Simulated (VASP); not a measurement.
Consider the following.

```xyz
10
Lattice="2.3862 1.3777 4.3419 -2.3862 1.3777 4.3419 0.0000 -2.7554 4.3419" Properties=species:S:1:pos:R:3 pbc="T T T"
Al     0.0000     0.0000     1.9266
Al     0.0000     0.0000    11.0991
Al     0.0000     0.0000     4.5862
Al     0.0000     0.0000     8.4395
O      0.9265     1.3777     7.5983
O     -0.9265    -1.3777     5.4274
O     -1.6564     0.1136     7.5983
O      1.6564    -0.1136     5.4274
O      0.7298    -1.4912     7.5983
O     -0.7298     1.4912     5.4274
```

These are PBEsol GGA, VASP's PBE PAW potentials (set 64) (plane waves; VASP) values and carry that method's errors. Run with 520 eV cut-off, 6×6×6 Γ-centred mesh, tetrahedra with Blöchl corrections, potentials Al O.

Q: Estimate the energy per atom (σ→0), band gap (on the k-mesh) with the smallest direct gap where there is one.

A: 
```yaml
band gap (on the k-mesh): 6.04 eV
smallest direct gap (on the k-mesh): 6.04 eV
energy per atom (σ→0): -7.866 eV/atom
```

Total energies compare only between runs with the same potentials, cut-off and functional.

The structure comes from a computed database's Al2O3 entry (R-3c); how it stands against other phases isn't given here. It was relaxed first.
